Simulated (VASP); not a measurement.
# Zn6C in VASP: the effect of strain

The system is Zn6C.

```
CELL_PARAMETERS angstrom
-3.22046 3.22046 3.15731
3.22046 -3.22046 3.15731
3.09416 3.09416 -3.15731
ATOMIC_POSITIONS crystal
Zn 0.00000 0.32045 0.32045
Zn 0.00000 0.67955 0.67955
Zn 0.32045 0.00000 0.32045
Zn 0.67955 0.00000 0.67955
Zn 0.32045 0.32045 0.00000
Zn 0.67955 0.67955 0.00000
C 0.00000 0.00000 0.00000
```

The cell was built by a generator and needn't be a form met in nature.

The cell isn't the ideal one: strain = -0.04.

Alike in all runs:

* Program: VASP 6.6.1
* Task: single point
* Functional: PBE
* Potentials or basis: VASP PAW PBE potentials, release 64 (Zn, C)
* Cutoff: 520 eV
* k mesh: 5 × 5 × 5
* Occupations: fermi-dirac, width 0.05 eV
* Spin: no spin polarisation
* Strain kind: shear_xy
* Further INCAR settings: ALGO = Normal; EDIFF = 1e-07; NBANDS = 47

```csv
strain,largest force (eV/Å)
-0.04,0.15
-0.02,0.08
-0.01,0.05
0,?
0.01,0.05
0.02,0.08
0.04,0.15
```

What does the run with strain 0 give?

Largest force 0.03 eV/Å.

Worked out: A parabola through the other rows of the largest force, of slope 0 eV/Å per unit of strain there, gives 0.05 eV/Å, against the run's 0.03.
